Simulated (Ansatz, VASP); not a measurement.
MgCdO: VASP beside Ansatz

File INCAR:

```
SYSTEM = MgCdO
PREC = Accurate
ENCUT = 600
EDIFF = 1E-6
ISMEAR = 0
SIGMA = 0.1
LREAL = .FALSE.
LASPH = .TRUE.
NELM = 80
ALGO = Normal
ISIF = 3
LWAVE = .FALSE.
LCHARG = .FALSE.
GGA = PE
IBRION = 2
NSW = 90
EDIFFG = -0.04
```

Contents of KPOINTS:

```
Automatic mesh
0
G
  6 6 4
  0 0 0
```

File POSCAR:

```
MgCdO
1.0
    3.2266540900      0.0000000000      0.0000000000
    0.0000000000      3.2266540900      0.0000000000
    0.0000000000      0.0000000000      5.2335413700
Mg Cd O
1 1 1
Direct
    0.0000000000      0.0000000000      0.1373461400
    0.5000000000      0.5000000000      0.7455848900
    0.5000000000      0.5000000000      0.3305869900
```

Input for Ansatz:

```yaml
crystal:
  lattice:
    - [3.22665409, 0.0, 0.0]
    - [0.0, 3.22665409, 0.0]
    - [0.0, 0.0, 5.23354137]
  atoms:
    - { symbol: Mg, position: [0.0, 0.0, 0.13734614] }
    - { symbol: Cd, position: [0.5, 0.5, 0.74558489] }
    - { symbol: O, position: [0.5, 0.5, 0.33058699] }
basis:
  ecutwfc: 420
kpoints:
  mp_grid: { grid: [6, 6, 4] }
hamiltonian:
  xc: pbe
scf:
  occupations: { method: gaussian, width: 0.1 }
  lower_state_search: "off"
output:
  forces: true
  stress: true
  eigenvalues: true
relax:
  adjacent_minimum: "off"
  f_tol: 0.04
  max_steps: 70
  cell: { stress_tol: 0.4 }
```

Alike in both runs: task relaxation of cell and atoms; functional PBE; k mesh 6 × 6 × 4; occupations gaussian, width 0.1 eV; no spin polarisation.

```csv
,VASP,Ansatz
version,VASP 6.6.1,Ansatz 0.2.0
potentials or method,"VASP PAW PBE potentials, release 64 (Mg, Cd, O)","scalar-relativistic, plane waves, PAW"
plane-wave cutoff (eV),600,420
valence electrons in the cell,20,36
```

Ansatz gave:

```
gap on the k mesh at the Fermi level, each at its own relaxed structure (eV) : none
relaxed volume (Å³/atom)                                                     : 16.13
relaxed cell length with the largest relative difference (Å)                 : 5.818
energy change over the relaxation (meV/atom)                                 : -542
```

**Question.** Which values does VASP return?

**Answer.** gap on the k mesh at the Fermi level, each at its own relaxed structure (eV): none; relaxed volume (Å³/atom): 16.20; relaxed cell length with the largest relative difference (Å): 5.860; energy change over the relaxation (meV/atom): -555.

A gap of «none» marks a metal or a gap that the smearing closes. The two sets of potentials don't hold the same shells in valence.
